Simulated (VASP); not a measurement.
Input:

```xyz
3
Lattice="0.0000 3.0312 3.0312 3.0312 0.0000 3.0312 3.0312 3.0312 0.0000" Properties=species:S:1:pos:R:3 pbc="T T T"
Li     1.5156     1.5156     1.5156
Li     4.5468     4.5468     4.5468
Se     6.0624     6.0624     6.0624
```

Computed with PBE GGA, VASP's PBE PAW potentials (set 64) (plane waves; VASP). Numerical set-up: 520 eV cut-off, 8×8×8 Γ-centred mesh, Gaussian smearing of 0.050 eV, potentials Li_sv Se.

What does the run give for the energy per atom (σ→0), band gap (on the k-mesh) with the smallest direct gap where there is one?

```
Item                                         Result
-----------------------------------  --------------
band gap (on the k-mesh)                    2.99 eV
smallest direct gap (on the k-mesh)         3.27 eV
energy per atom (σ→0)                -3.710 eV/atom
```

The compound is Li2Se in the antifluorite structure. This cell is one point of a volume scan, at 1.03 of the reference volume.
